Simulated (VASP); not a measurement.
Given:

```
CELL_PARAMETERS angstrom
      4.29123     0.00000     0.00000
      0.00000     4.41293     0.00000
      0.00000     0.00000    20.02510
ATOMIC_POSITIONS crystal
  Sn 0.75000 0.90788 0.56928
  Sn 0.25000 0.40788 0.43072
  Se 0.25000 0.46672 0.56643
  Se 0.75000 0.96672 0.43357
```

These are HSE06 screened hybrid, VASP's PBE PAW potentials (set 64) (plane waves; VASP) values and carry that method's errors. Numerical set-up: 400 eV cut-off, 4×4×1 Γ-centred mesh, Gaussian smearing of 0.050 eV, potentials Sn_d Se.

The cell holds a wide vacuum, so values per volume refer to the whole cell.

Question: Which forces act on the atoms, in eV/Å?

Answer: 
| atom | Fx | Fy | Fz |
|---|---|---|---|
| Sn1 | 0.000 | -0.089 | -0.241 |
| Sn2 | 0.000 | -0.089 | 0.241 |
| Se3 | 0.000 | 0.089 | -0.320 |
| Se4 | 0.000 | 0.089 | 0.320 |

Question: Give the stress tensor in GPa (positive for a compressed cell).

Answer: 
```
-0.43   0.00   0.00
 0.00  -0.40   0.00
 0.00   0.00  -0.66
```
The pressure is its mean diagonal, -0.50 GPa.

The cell is a sheet with vacuum, built from a generated structure. The cell's shape comes from a PBE relaxation.
